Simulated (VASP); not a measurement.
```
CELL_PARAMETERS angstrom
      0.00000     2.57392     2.54958
      2.55413     0.00000     2.54958
      2.55413     2.57392     0.00000
ATOMIC_POSITIONS crystal
  Sr 0.00000 0.00000 0.00000
  O  0.49602 0.50398 0.50398
```

Computed with PBE GGA, VASP's PBE PAW potentials (set 64) (plane waves; VASP 6.6.1). Numerical set-up: 520 eV cut-off, KSPACING 0.8 per Å, Gaussian smearing of 0.050 eV, potentials Sr_sv O.

Problem. Predict the energy per atom (σ→0), pressure.

Solution. 
The energy per atom (σ→0) comes out as -6.001 eV/atom and the pressure comes out as 5.01 GPa.

Total energies compare only between runs with the same potentials, cut-off and functional.

The compound is SrO in the rock salt structure. The cell was not relaxed at this level, atoms are displaced from their ideal sites. The run is one of a series of settings (KGAMMA = .TRUE., KSPACING = 0.8, KPOINTS file removed against the base run), some of them coarse on purpose.
